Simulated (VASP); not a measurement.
Input:

```
CELL_PARAMETERS angstrom
      0.00000     3.06745     3.06745
      3.06745     0.00000     3.06745
      3.06745     3.06745     0.00000
ATOMIC_POSITIONS crystal
  Ga 0.00000 0.00000 0.00000
  Sb 0.25000 0.25000 0.25000
```

Level of theory: PBE GGA with D3 dispersion (Becke-Johnson damping), VASP's PBE PAW potentials (set 64) (plane waves; VASP). Run with 520 eV cut-off, 9×9×9 Γ-centred mesh, first-order Methfessel-Paxton smearing of 0.10 eV, potentials Ga_d Sb.

Unless said otherwise, spin-orbit coupling is left out, though it shifts the bands of the heavy elements here.

### Question
Predict the energy per atom (σ→0), band gap (on the k-mesh) with the smallest direct gap where there is one.

### Answer

```yaml
band gap (on the k-mesh): none (metal, semimetal or under 0.01 eV)
energy per atom (σ→0): -4.007 eV/atom
```

Total energies compare only between runs with the same potentials, cut-off and functional.

The compound is GaSb in the zinc blende structure. It was relaxed first. The start is the result of an earlier pass.
